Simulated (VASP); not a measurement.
Given:

```yaml
crystal:
  lattice:
    - [4.26360, 2.13180, 2.13180]
    - [2.13180, 4.26360, 2.13180]
    - [2.13180, 2.13180, 4.26360]
  atoms:
    - { symbol: Ni, position: [0.00000, 0.00000, 0.00000], spin: 2.0 }
    - { symbol: Ni, position: [0.50000, 0.50000, 0.50000], spin: -2.0 }
    - { symbol: O, position: [0.25000, 0.25000, 0.25000] }
    - { symbol: O, position: [0.75000, 0.75000, 0.75000] }
```

Computed with PBE GGA, VASP's PBE PAW potentials (set 64) (plane waves; VASP 6.6.1). Settings: 520 eV cut-off, 8×8×8 Γ-centred mesh, tetrahedra with Blöchl corrections, potentials Ni O.

**Question.** Predict the cell moment, energy per atom (σ→0), pressure.

**Answer.** 
```
Property                        Value
---------------------  --------------
cell moment                   0.00 μB
energy per atom (σ→0)  -5.858 eV/atom
pressure                   -88.7 kbar
```

**Question.** Give the moment on each site (PAW-sphere projection).

**Answer.** 
| site | moment (μB) |
|---|---|
| Ni1 | 1.38 |
| Ni2 | -1.38 |
| O3 | 0.00 |
| O4 | 0.00 |

The compound is NiO in the rock salt, AFM-II order structure. The cell was not relaxed at this level. The run is one of a series of settings (ISMEAR = -5, SIGMA removed against the base run), some of them coarse on purpose.
